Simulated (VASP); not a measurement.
Data:

```
CELL_PARAMETERS angstrom
      3.12015     0.00000     0.00000
      0.00000     3.12015     0.00000
      0.00000     0.00000     3.12015
ATOMIC_POSITIONS crystal
  Pt 0.98793 0.00022 0.00343
  Ge 0.51206 0.49978 0.49657
```

Calculation: PBE GGA, VASP's PBE PAW potentials (set 64) (plane waves; VASP). Settings: 300 eV cut-off, 6×6×6 Γ-centred mesh, Fermi-Dirac smearing of 0.14 eV, potentials Pt Ge_d.

At this cut-off the stress carries a Pulay error, which pulls relaxed volumes low.

**Question.** Give the force on each atom (eV/Å).

**Answer.** 
| atom | Fx | Fy | Fz |
|---|---|---|---|
| Pt1 | 0.183 | -0.004 | -0.055 |
| Ge2 | -0.183 | 0.004 | 0.055 |

**Question.** Give the stress tensor in GPa (positive for a compressed cell).

**Answer.** 
```
10.91  -0.01  -0.19
-0.01  11.12   0.00
-0.19   0.00  11.10
```
The pressure is its mean diagonal, 11.05 GPa.

The structure was generated: GePt was put into an ordered model structure, which need not be its known phase. The cell was not relaxed at this level, atoms are displaced from their ideal sites. The k-mesh is coarse (spacing up to 0.34 per Å, 2π included), so the numbers may not be converged in it.
